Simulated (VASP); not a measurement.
Computed with HSE06 screened hybrid, VASP's PBE PAW potentials (set 64) (plane waves; VASP).

The input files of a VASP run:

**POSCAR**
```
BeB31N32
7.2488850
  0.9999999760   0.0000000000   0.0000000000
  0.0000000000   0.9999999760   0.0000000000
  0.0000000000   0.0000000000   0.9999999760
B N Be
31 32 1
Cartesian
  0.5001253281   0.9996197865   0.9996913575
  0.7499472375   0.2497370741   0.9992835571
  0.7499052175   0.9992231682   0.2499075297
  0.0001493238   0.9995640691   0.9996613472
  0.2502550785   0.2497753570   0.0001184882
  0.5001014837   0.4995319640   0.9997261569
  0.7499512150   0.7494439402   0.0000905561
  0.2502204669   0.0000341209   0.2498759814
  0.5026708974   0.2499653285   0.2499979579
  0.7497325633   0.4970118526   0.2500620342
  0.5000772073   0.9995909466   0.4997163877
  0.7497048588   0.2499990027   0.4971609718
  0.7499553880   0.9999784470   0.7495592211
  0.0000953244   0.4996013457   0.9996397077
  0.2501748135   0.7494643922   0.9992651121
  0.0004616016   0.2498013566   0.2498844484
  0.2503508187   0.5021818182   0.2499620244
  0.4974666670   0.7492365784   0.2500054556
  0.0000691675   0.9995724369   0.4997482376
  0.2503986175   0.2499451086   0.5022560371
  0.7497397302   0.7492372905   0.5023100732
  0.2502403145   0.9992275957   0.7495391474
  0.4975223525   0.2499181145   0.7493815739
  0.7497159645   0.5021947157   0.7493739066
  0.9996830461   0.7494722254   0.2498722341
  0.0000984943   0.4996069342   0.4996872885
  0.2503498041   0.7492727590   0.4970878798
  0.9996749983   0.2497313261   0.7495398061
  0.2503927964   0.4970062615   0.7493720124
  0.5026892330   0.7492396388   0.7493744635
  0.0004798167   0.7494895954   0.7495654386
  0.6252034009   0.1233258459   0.1234188295
  0.8763442203   0.3744806798   0.1234053793
  0.8763278308   0.1233456655   0.3746229918
  0.1251228375   0.1246241538   0.1247173348
  0.3752165322   0.3747672648   0.1247396924
  0.6249196547   0.6244767481   0.1247229724
  0.8750710116   0.8745687674   0.1247489492
  0.3752412633   0.1246285863   0.3748253369
  0.6318783103   0.3677516318   0.3677820463
  0.8750568092   0.6244688999   0.3748604999
  0.6249018877   0.1246168725   0.6245996512
  0.8750144573   0.3747656002   0.6245853174
  0.8750635423   0.1246057539   0.8746915160
  0.1237750954   0.6247685601   0.1233790587
  0.3749395215   0.8759097592   0.1234017670
  0.1250980249   0.3748077553   0.3748308713
  0.3681308884   0.6315045759   0.3677529357
  0.6249039525   0.8745615601   0.3748532117
  0.1238192151   0.1232864858   0.6248191160
  0.3681872063   0.3676950894   0.6315836110
  0.6318536625   0.6314254162   0.6315640128
  0.8763727873   0.8758226478   0.6248749565
  0.3749916798   0.1233077175   0.8760280620
  0.6249334858   0.3747374761   0.8747007373
  0.8763604414   0.6247592114   0.8759567769
  0.1237971775   0.8758908591   0.3745907370
  0.1251239991   0.6244828060   0.6245568760
  0.3752180524   0.8745543905   0.6245591833
  0.1237903436   0.3744539584   0.8759844172
  0.3752298572   0.6244569833   0.8746689463
  0.6252369952   0.8758658402   0.8759981545
  0.1251811504   0.8745590822   0.8746244650
  0.4999671588   0.4995209648   0.4995663771
```

INCAR:
```
GGA  =  PE
LHFCALC  =  .True.
SIGMA  =  0.05   ! width (eV)
NELM  =  50   ! most electronic steps
ISMEAR  =  0   ! Gaussian
ENCUT  =  400
NELECT  =  256.0
ALGO  =  Normal   ! blocked Davidson
AEXX  =  0.25
LCHARG  =  .False.
HFSCREEN  =  0.2   ! 1/Angstrom
EDIFF  =  1E-5   ! SCF stop (eV)
LREAL  =  Auto   ! projection in real space or not
LASPH  =  .True.   ! aspherical one-centre terms
PREC  =  Normal
PRECFOCK  =  Fast
SYSTEM  =  BeB31N32
NELMIN  =  4
ISYM  =  0
ISIF  =  0
LWAVE  =  .False.
```

### KPOINTS
```
Automatic mesh
0
Gamma
1 1 1
0 0 0
```

POTCAR, in this order: B N Be (PBE.64 set). Program: vasp_gam. Read from the step before: WAVECAR.

The resulting files:

**OUTCAR**
```
 ion  position               nearest neighbor table
   1  0.500  1.000  1.000-  54 1.56  32 1.56  62 1.56  46 1.56
   2  0.750  0.250  0.999-  55 1.57  44 1.57  33 1.57  32 1.57
   3  0.750  0.999  0.250-  49 1.57  38 1.57  34 1.57  32 1.57
   4  0.000  1.000  1.000-  63 1.57  35 1.57  44 1.57  38 1.57
   5  0.250  0.250  0.000-  36 1.57  35 1.57  60 1.57  54 1.57
   6  0.500  0.500  1.000-  55 1.57  36 1.57  37 1.57  61 1.57
   7  0.750  0.749  0.000-  37 1.57  38 1.57  56 1.57  62 1.57
   8  0.250  0.000  0.250-  39 1.57  35 1.57  57 1.57  46 1.57
   9  0.503  0.250  0.250-  40 1.53  32 1.57  36 1.58  39 1.58
  10  0.750  0.497  0.250-  40 1.53  33 1.57  41 1.58  37 1.58
  11  0.500  1.000  0.500-  49 1.57  42 1.57  59 1.57  39 1.57
  12  0.750  0.250  0.497-  40 1.53  34 1.57  43 1.58  42 1.58
  13  0.750  1.000  0.750-  42 1.57  44 1.57  53 1.57  62 1.57
  14  0.000  0.500  1.000-  60 1.56  56 1.56  45 1.56  33 1.56
  15  0.250  0.749  0.999-  61 1.57  63 1.57  45 1.57  46 1.57
  16  0.000  0.250  0.250-  47 1.57  35 1.57  33 1.57  34 1.57
  17  0.250  0.502  0.250-  48 1.53  45 1.57  47 1.58  36 1.58
  18  0.497  0.749  0.250-  48 1.53  46 1.57  37 1.58  49 1.58
  19  0.000  1.000  0.500-  50 1.56  57 1.56  53 1.56  34 1.56
  20  0.250  0.250  0.502-  51 1.53  50 1.57  47 1.58  39 1.58
  21  0.750  0.749  0.502-  52 1.53  53 1.57  41 1.58  49 1.58
  22  0.250  0.999  0.750-  59 1.57  63 1.57  50 1.57  54 1.57
  23  0.498  0.250  0.749-  51 1.53  54 1.57  42 1.58  55 1.58
  24  0.750  0.502  0.749-  52 1.53  56 1.57  43 1.58  55 1.58
  25  1.000  0.749  0.250-  41 1.57  38 1.57  57 1.57  45 1.57
  26  0.000  0.500  0.500-  47 1.57  41 1.57  58 1.57  43 1.57
  27  0.250  0.749  0.497-  48 1.53  57 1.57  58 1.58  59 1.58
  28  1.000  0.250  0.750-  43 1.57  44 1.57  60 1.57  50 1.57
  29  0.250  0.497  0.749-  51 1.53  60 1.57  58 1.58  61 1.58
  30  0.503  0.749  0.749-  52 1.53  62 1.57  61 1.58  59 1.58
  31  0.000  0.749  0.750-  58 1.57  63 1.57  53 1.57  56 1.57
  32  0.625  0.123  0.123-   1 1.56   2 1.57   3 1.57   9 1.57
  33  0.876  0.374  0.123-  14 1.56   2 1.57  16 1.57  10 1.57
  34  0.876  0.123  0.375-  19 1.56   3 1.57  16 1.57  12 1.57
  35  0.125  0.125  0.125-   8 1.57   5 1.57  16 1.57   4 1.57
  36  0.375  0.375  0.125-   5 1.57   6 1.57  17 1.58   9 1.58
  37  0.625  0.624  0.125-   7 1.57   6 1.57  18 1.58  10 1.58
  38  0.875  0.875  0.125-  25 1.57   7 1.57   3 1.57   4 1.57
  39  0.375  0.125  0.375-   8 1.57  11 1.57  20 1.58   9 1.58
  40  0.632  0.368  0.368-   9 1.53  10 1.53  12 1.53  64 1.66
  41  0.875  0.624  0.375-  25 1.57  26 1.57  21 1.58  10 1.58
  42  0.625  0.125  0.625-  13 1.57  11 1.57  23 1.58  12 1.58
  43  0.875  0.375  0.625-  28 1.57  26 1.57  12 1.58  24 1.58
  44  0.875  0.125  0.875-   2 1.57  13 1.57  28 1.57   4 1.57
  45  0.124  0.625  0.123-  14 1.56  15 1.57  25 1.57  17 1.57
  46  0.375  0.876  0.123-   1 1.56   8 1.57  15 1.57  18 1.57
  47  0.125  0.375  0.375-  16 1.57  26 1.57  17 1.58  20 1.58
  48  0.368  0.632  0.368-  18 1.53  27 1.53  17 1.53  64 1.66
  49  0.625  0.875  0.375-   3 1.57  11 1.57  18 1.58  21 1.58
  50  0.124  0.123  0.625-  19 1.56  22 1.57  28 1.57  20 1.57
  51  0.368  0.368  0.632-  20 1.53  29 1.53  23 1.53  64 1.66
  52  0.632  0.631  0.632-  30 1.53  24 1.53  21 1.53  64 1.66
  53  0.876  0.876  0.625-  19 1.56  31 1.57  13 1.57  21 1.57
  54  0.375  0.123  0.876-   1 1.56   5 1.57  22 1.57  23 1.57
  55  0.625  0.375  0.875-   2 1.57   6 1.57  23 1.58  24 1.58
  56  0.876  0.625  0.876-  14 1.56   7 1.57  31 1.57  24 1.57
  57  0.124  0.876  0.375-  19 1.56  25 1.57   8 1.57  27 1.57
  58  0.125  0.624  0.625-  31 1.57  26 1.57  27 1.58  29 1.58
  59  0.375  0.875  0.625-  22 1.57  11 1.57  30 1.58  27 1.58
  60  0.124  0.374  0.876-  14 1.56   5 1.57  28 1.57  29 1.57
  61  0.375  0.624  0.875-  15 1.57   6 1.57  30 1.58  29 1.58
  62  0.625  0.876  0.876-   1 1.56   7 1.57  13 1.57  30 1.57
  63  0.125  0.875  0.875-  15 1.57  22 1.57  31 1.57   4 1.57
  64  0.500  0.500  0.500-  40 1.66  51 1.66  48 1.66  52 1.66
 Subroutine IBZKPT returns following result:
 Found      1 irreducible k-points:

 Following reciprocal coordinates:
            Coordinates               Weight
  0.000000  0.000000  0.000000      1.000000
 Subroutine IBZKPT_HF returns following result:
   k-points           NKPTS =      1   k-points in BZ     NKDIM =      1   number of bands    NBANDS=    161
   number of dos      NEDOS =    301   number of ions     NIONS =     64
   total plane-waves  NPLWV =  46656
...
```

OSZICAR:
```
       N       E                     dE             d eps       ncg     rms          rms(c)
DAV:   1    -0.637303505900E+03   -0.63730E+03   -0.76512E+00   322   0.835E+00    0.267E+00
DAV:   2    -0.637337677309E+03   -0.34171E-01   -0.12609E-01   380   0.913E-01    0.173E+00
DAV:   3    -0.637318772053E+03    0.18905E-01   -0.10621E-02   356   0.293E-01    0.970E-01
DAV:   4    -0.637313709720E+03    0.50623E-02   -0.66860E-03   364   0.200E-01    0.544E-01
DAV:   5    -0.637312511458E+03    0.11983E-02   -0.13351E-03   380   0.937E-02    0.304E-01
DAV:   6    -0.637312123179E+03    0.38828E-03   -0.25715E-04   380   0.463E-02    0.166E-01
DAV:   7    -0.637312007650E+03    0.11553E-03   -0.83133E-05   364   0.274E-02    0.887E-02
DAV:   8    -0.637311974954E+03    0.32697E-04   -0.18848E-05   236   0.142E-02    0.493E-02
DAV:   9    -0.637311965375E+03    0.95785E-05   -0.65880E-06   219   0.889E-03
   1 F= -.63731197E+03 E0= -.63731197E+03  d E =-.120167E-12
```

File OUTCAR:
```
------------------------ aborting loop because EDIFF is reached ----------------------------------------
  volume of cell :      380.90
      direct lattice vectors                 reciprocal lattice vectors
     7.248884826  0.000000000  0.000000000     0.137952254  0.000000000  0.000000000
     0.000000000  7.248884826  0.000000000     0.000000000  0.137952254  0.000000000
     0.000000000  0.000000000  7.248884826     0.000000000  0.000000000  0.137952254
  FREE ENERGIE OF THE ION-ELECTRON SYSTEM (eV)
  ---------------------------------------------------
  free  energy   TOTEN  =      -637.3119653750 eV

  energy  without entropy=     -637.3119653750  energy(sigma->0) =     -637.31196538

  exchange ACFDT corr.  =         0.00000000  see jH, gK, PRB 81, 115126
```
(Selected blocks of OUTCAR.)

The cell is charged, with a uniform compensating background. The supercell is sampled at Γ alone, which is coarse: total energies, pressure and levels can be off, energies of defects by several tenths of an eV.

The cell is a supercell with a defect, built from BN (zinc blende): Be_B, charge -1. The cell's shape comes from a PBE relaxation. The run is not spin-polarised, so no state with unpaired spins was tried.
